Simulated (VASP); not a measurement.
```xyz
3
Lattice="0.0000 2.6990 2.6990 2.6990 0.0000 2.6990 2.6990 2.6990 0.0000" Properties=species:S:1:pos:R:3 pbc="T T T"
Cd     0.0000     0.0000     0.0000
F      1.3495     1.3495     1.3495
F      4.0485     4.0485     4.0485
```

Computed with PBE GGA with D3 dispersion (Becke-Johnson damping), VASP's PBE PAW potentials (set 64) (plane waves; VASP). Numerical set-up: 520 eV cut-off, 7×7×7 Γ-centred mesh, Gaussian smearing of 0.050 eV, potentials Cd F.

Predict the energy per atom (σ→0), pressure.

```
Quantity                        Value
---------------------  --------------
energy per atom (σ→0)  -3.789 eV/atom
pressure                     3.45 GPa
```

The compound is CdF2 in the fluorite structure. This cell is one point of a volume scan, at 0.97 of the reference volume.
